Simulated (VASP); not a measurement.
Input:

```yaml
crystal:
  lattice:
    - [0.00000, 2.65774, 2.65774]
    - [2.65774, 0.00000, 2.65774]
    - [2.65774, 2.65774, 0.00000]
  atoms:
    - { symbol: Cd, position: [0.00000, 0.00000, 0.00000] }
    - { symbol: F, position: [0.25000, 0.25000, 0.25000] }
    - { symbol: F, position: [0.75000, 0.75000, 0.75000] }
```

The numbers are results of LDA (Ceperley-Alder, Perdew-Zunger), VASP's LDA PAW potentials (set 64) (plane waves; VASP), not measurements. Numerical set-up: 520 eV cut-off, 7×7×7 Γ-centred mesh, Gaussian smearing of 0.010 eV, potentials Cd F.

Question: The job: CdF2 (fluorite), 3 atoms, LDA, DFPT for ε, Born charges and Γ modes, 520 eV, 7×7×7 Γ-centred mesh. Roughly how much core time does it take on a busy server core?

Answer: About 90 core-seconds (one run on a shared machine, a rough figure). It had 20 irreducible k-points, 17 bands, up to 1019 plane waves and 116 electronic steps.

The compound is CdF2 in the fluorite structure. It was relaxed first.
